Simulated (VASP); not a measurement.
Runs of VASP 6.6.1 on HfIn4SiO6. Symmetry: C2, No. 5, monoclinic system. Conventional cell: a = 5.454 Å, b = 9.440 Å, c = 7.742 Å, α = 90.00°, β = 103.90°, γ = 90.00°. Around Hf (site symmetry 2) lie 6 O at 2.14 Å. In (site symmetry 2) is surrounded by 2 O at 2.78 Å and 6 In at 3.13 to 3.19 Å. In (site symmetry 2) is surrounded by 6 O at 2.24 Å. In (site symmetry 2) is surrounded by 2 O at 2.78 Å and 6 In at 3.08 to 3.18 Å. In (site symmetry 2) is surrounded by 2 O at 2.77 Å and 6 In at 3.08 to 3.19 Å. Si (site symmetry 2) is surrounded by 6 O at 1.86 Å. Around O (site symmetry 1) lie 1 Si at 1.86 Å and 1 Hf at 2.14 Å. O (site symmetry 1) has 1 Si at 1.86 Å and 1 Hf at 2.14 Å as nearest neighbours. The cell was built by a generator and needn't be a form met in nature.

```csv
task,level,cell,cutoff (eV),gap on the mesh (eV),pressure (GPa),relaxed volume (Å³/atom),largest force (eV/Å)
band structure,revPBE,"C2, 16.12 Å³/atom",520,-,0.2,-,0.01
relaxation of cell and atoms,BLYP,relaxed,600,none,-0.1,16.56,0.02
relaxation of cell and atoms,RPBE,relaxed,600,none,0.1,16.30,0.01
band structure,BLYP,"C2, 16.56 Å³/atom",520,-,(a),-,0.02
band structure,RPBE,"C2, 16.3 Å³/atom",520,-,0.2,-,0.01
relaxation of cell and atoms,revPBE,relaxed,600,none,0.1,16.12,0.01
```

Alike in all rows: potentials or basis VASP PAW PBE potentials, release 64 (Hf_pv, In_d, Si, O); no spin polarisation; k mesh 6 × 6 × 4; smearing fermi-dirac 0.05 eV.

Problem. Fill in the values left out.

Solution. (a) 0.0.

Caveats: the PAW data sets were made with another functional, which shifts forces and pressure a little; spin-orbit coupling is left out, which moves the levels of the heavy elements (some runs).

A k mesh can miss the band edges, and the runs leave out spin-orbit coupling on Hf, In.

A gap of «none» marks a metal or a gap under the smearing width.
